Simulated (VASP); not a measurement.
An input for Ansatz (written as the equivalent of a VASP run, and not itself run):

Ansatz 0.2 input:
```yaml
crystal:
  lattice:
    - [-1.5705000, 1.5705000, 1.5705000]
    - [1.5705000, -1.5705000, 1.5705000]
    - [1.5705000, 1.5705000, -1.5705000]
  atoms:
    - { symbol: Mo, position: [0.0000000, 0.0000000, 0.0000000] }
kpoints:
  mp_grid: { grid: [15, 15, 15] }
hamiltonian:
  xc: r2scan
  dispersion: rvv10
  pseudopotentials: { kind: paw }
scf:
  occupations: { method: methfessel_paxton, width: 0.1 }
  max_iter: 100
relax:
  max_steps: 60
  f_tol: 0.01
  cell: {}
output: { forces: true, stress: true, eigenvalues: true }
```

### Question
Translate this input to VASP (INCAR, KPOINTS, POSCAR, choice of POTCAR).

### Answer
This is not unique; one that fits is 
**POSCAR**
```
Mo
1
   -1.5705000000     1.5705000000     1.5705000000
    1.5705000000    -1.5705000000     1.5705000000
    1.5705000000     1.5705000000    -1.5705000000
Mo
1
Direct
  0.0000000000   0.0000000000   0.0000000000
```

INCAR:
```
SYSTEM = Mo
METAGGA = R2SCAN
ENCUT = 400
BPARAM = 11.95
LMIXTAU = .True.
EDIFF = 1E-6   ! SCF stop (eV)
LMAXMIX = 4   ! l cut-off of mixed one-centre charges
PREC = Accurate
ISMEAR = 1   ! Methfessel-Paxton
EDIFFG = -0.01   ! ionic stop
ALGO = Normal
LCHARG = .False.
LWAVE = .False.
NELM = 100
NSW = 60   ! most ionic steps
SIGMA = 0.1
ISIF = 3
LASPH = .True.
CPARAM = 0.0093
IBRION = 2
LUSE_VDW = .True.
LREAL = .False.   ! projection in real space or not
```

KPOINTS:
```
Automatic mesh
0
Gamma
15 15 15
0 0 0
```

POTCAR, in this order: Mo_sv (PBE.64 set). Program: vasp_std.

The two are equivalent in intent, not identical: each code has its own PAW files, so the cut-off isn't converted (ENCUT is set for VASP's; basis.ecutwfc is left out, and Ansatz then takes the one that its files recommend); Ansatz stops its SCF on the density residual and VASP on the energy change (EDIFF).

The structure comes from a measured Mo entry (Im-3m) of the Crystallography Open Database, whose conditions weren't checked. This run relaxes it. Symmetry was kept, so distortions that lower it aren't found.
